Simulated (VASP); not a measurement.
Input:

```xyz
2
Lattice="0.0000 2.6975 2.6975 2.6975 0.0000 2.6975 2.6975 2.6975 0.0000" Properties=species:S:1:pos:R:3 pbc="T T T"
Al     0.0000     0.0000     0.0000
P      1.3488     1.3488     1.3488
```

Level of theory: PBE GGA with D3 dispersion (Becke-Johnson damping), VASP's PBE PAW potentials (set 64) (plane waves; VASP 6.6.1). Run with 520 eV cut-off, 8×8×8 Γ-centred mesh, Gaussian smearing of 0.050 eV, potentials Al P.

### Question
What does the run give for the energy per atom (σ→0), pressure, band gap (on the k-mesh) with the smallest direct gap where there is one?

### Answer

- band gap (on the k-mesh) = 1.51 eV
- smallest direct gap (on the k-mesh) = 3.62 eV
- energy per atom (σ→0) = -5.488 eV/atom
- pressure = 2.89 GPa

Only differences to runs with the same potentials and settings are physical.

The compound is AlP in the zinc blende structure. This cell is one point of a volume scan, at 0.97 of the reference volume.
